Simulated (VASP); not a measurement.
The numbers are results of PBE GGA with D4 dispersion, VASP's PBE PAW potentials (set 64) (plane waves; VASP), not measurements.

The input files of a VASP run:

INCAR:
```
ALGO=Normal
EDIFF=1E-7
EDIFFG=-0.01
ENCUT=520
GGA=PE
IBRION=2
ISIF=4
ISMEAR=1
IVDW=13
LASPH=T
LCHARG=F
LMAXMIX=4
LREAL=F
LWAVE=F
NELM=100
NSW=30
PREC=Accurate
SIGMA=0.1
SYSTEM=Ga
```

POSCAR:
```
Ga
1
    2.2465659067    -3.8743805040     0.0000000000
    2.2465659067     3.8743805040     0.0000000000
    0.0000000000     0.0000000000     4.6220396665
Ga
4
Direct
  0.1552484208   0.8447515792   0.9176516322
  0.3447515792   0.6552484208   0.4176516322
  0.6552484208   0.3447515792   0.5823483678
  0.8447515792   0.1552484208   0.0823483678
```

KPOINTS:
```
K-points
0
gamma
  8 8 7
0 0 0
```

POTCAR, in this order: Ga_d (PBE.64 set). Program: vasp_std.

Estimate the energy per atom (σ→0), dispersion energy, band gap (on the k-mesh).

```json
{
  "energy per atom (σ→0)": "-3.360 eV/atom",
  "dispersion_energy": "-1.818 eV",
  "band gap (on the k-mesh)": "none (metal, semimetal or under 0.01 eV)"
}
```

File OSZICAR:
```
...
DAV:   1    -0.116286581248E+02   -0.88780E-02   -0.35534E-01  6265   0.404E+00    0.618E-01
DAV:   2    -0.116233282505E+02    0.53299E-02   -0.15664E-02  6015   0.190E+00    0.375E-01
DAV:   3    -0.116198644621E+02    0.34638E-02   -0.55992E-03  7544   0.113E+00    0.249E-02
DAV:   4    -0.116200802504E+02   -0.21579E-03   -0.23756E-03  5383   0.538E-01    0.206E-02
DAV:   5    -0.116200837299E+02   -0.34795E-05   -0.10127E-04  7341   0.836E-02    0.940E-03
DAV:   6    -0.116200838635E+02   -0.13356E-06   -0.24980E-06  7458   0.281E-02    0.190E-03
DAV:   7    -0.116200839124E+02   -0.48889E-07   -0.72116E-07  5973   0.949E-03
  11 F= -.13438498E+02 E0= -.13438630E+02  d E =-.394671E-03
```

The compound is Ga in the alpha structure. This cell is one point of a volume scan, at 1.06 of the reference volume. Symmetry was kept, so distortions that lower it aren't found.
